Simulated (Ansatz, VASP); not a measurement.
This is a calculation of NiMoIrPdW for Ansatz 0.2.0. Atoms were shifted at random by some hundredths of an Å from the given cell, which wasn't relaxed again for these runs. The cell comes from a database or a generator and needn't be the stable form of this composition.

File input.yaml:

```yaml
crystal:
  lattice:
    - [4.1467, 0.0, 0.0]
    - [-2.07335, 3.59115, 0.0]
    - [0.0, 0.0, 5.41629]
  atoms:
    - { symbol: Ni, position: [-0.007652, -0.004773, 0.021337], spin: 1.0 }
    - { symbol: Mo, position: [0.679399, 0.335483, 0.455602], spin: 1.0 }
    - { symbol: Pd, position: [0.336738, 0.670454, 0.750071] }
    - { symbol: Ir, position: [0.337664, 0.67554, 0.252862], spin: 0.6 }
    - { symbol: W, position: [0.665314, 0.328055, 0.99954] }
kpoints:
  mp_grid: { grid: [7, 7, 5] }
scf:
  occupations: { method: fermi_dirac, width: 0.05 }
hamiltonian:
  xc: pbe
  pseudopotentials: { kind: all_electron, lapw: { basis_error: 0.002 } }
magnetization:
  spin_polarized: true
output:
  forces: true
  stress: true
  eigenvalues: true
  populations: true
```

Potentials or basis: all-electron LAPW, scalar-relativistic.

Command:

```sh
$ ansatz run input.yaml --threads 8 --pin off --max-ram 24576MiB --backend cpu --events-out ev --progress --plain --runs-dir out
```

Task: What does the same run look like in VASP 6.6.1? Potentials or basis there: PBE PAW files Ir, Mo_sv, Ni, Pd, W_sv, 520 eV.

Result: As run (cutoffs and basis follow the program's own potentials, and thresholds, step limits or extra output files can differ):

The input INCAR:

```
PREC = Accurate
ENCUT = 520
EDIFF = 1E-7
ISMEAR = -1
SIGMA = 0.05
LREAL = False
LASPH = True
NELM = 150
ALGO = Normal
ISIF = 2
LWAVE = False
LCHARG = False
ISPIN = 2
MAGMOM = 1 1 0 0.6 0
LORBIT = 11
LMAXMIX = 4
GGA = PE
NBANDS = 40
KPAR = 4
```

Contents of KPOINTS:

```
Automatic mesh
0
Gamma
  7 7 5
```

The input POSCAR:

```
NiMoIrPdW
1.0
    4.1467000000      0.0000000000      0.0000000000
   -2.0733500000      3.5911500000      0.0000000000
    0.0000000000      0.0000000000      5.4162900000
Ni Mo Pd Ir W
1 1 1 1 1
Direct
   -0.0076520000     -0.0047730000      0.0213370000
    0.6793990000      0.3354830000      0.4556020000
    0.3367380000      0.6704540000      0.7500710000
    0.3376640000      0.6755400000      0.2528620000
    0.6653140000      0.3280550000      0.9995400000
```

Potentials or basis: VASP PAW PBE potentials, release 64 (Ni, Mo_sv, Pd, Ir, W_sv).

Run with:

```console
$ cat potpaw_PBE.64/Ni/POTCAR potpaw_PBE.64/Mo_sv/POTCAR potpaw_PBE.64/Pd/POTCAR potpaw_PBE.64/Ir/POTCAR potpaw_PBE.64/W_sv/POTCAR > POTCAR
$ mpirun -np 4 vasp_std > vasp.out
```

Both were run:

|  | Ansatz | VASP |
| --- | --- | --- |
| Pressure | 0.9 GPa | 1.1 GPa |
| Largest force | 0.611 eV/Å | 0.641 eV/Å |
| Net moment | 0.00 μB per cell | 0.00 μB per cell |

Where Ansatz's input types no cutoff or centring, it takes its own default and a Γ-centred mesh.

The magnetic state is the one that the start led to; the real crystal's order can differ.

Pressure is positive in compression.
